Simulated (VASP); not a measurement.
Mo (bcc): computed properties

Computed with r2SCAN meta-GGA, VASP's PBE PAW potentials (set 64) (plane waves; VASP 6.6.1).

```json
{
  "space_group": "Im-3m (229)",
  "cell": "a = b = c = 3.153 Å, α = β = γ = 90.00°",
  "volume_per_atom": "15.67 Å^3/atom",
  "band gap (over mesh and band path)": "none (metal, semimetal or under 0.01 eV)",
  "band_gap_with_spin_orbit_coupling": "none (metallic)",
  "density": "10.17 g/cm³"
}
```

```yaml
crystal:
  lattice:
    - [-1.57639, 1.57639, 1.57639]
    - [1.57639, -1.57639, 1.57639]
    - [1.57639, 1.57639, -1.57639]
  atoms:
    - { symbol: Mo, position: [0.00000, 0.00000, 0.00000] }
```

Measured: a 3.141 Å at 0 K (computed value off by +0.4 %), as given by Daniel Mejia-Rodriguez et al., Physical Review B (2018), arXiv:1807.09216 [static lattice: zero-point anharmonic expansion removed].

The compound is Mo in the bcc structure. It was relaxed first. Symmetry was kept, so distortions that lower it aren't found.
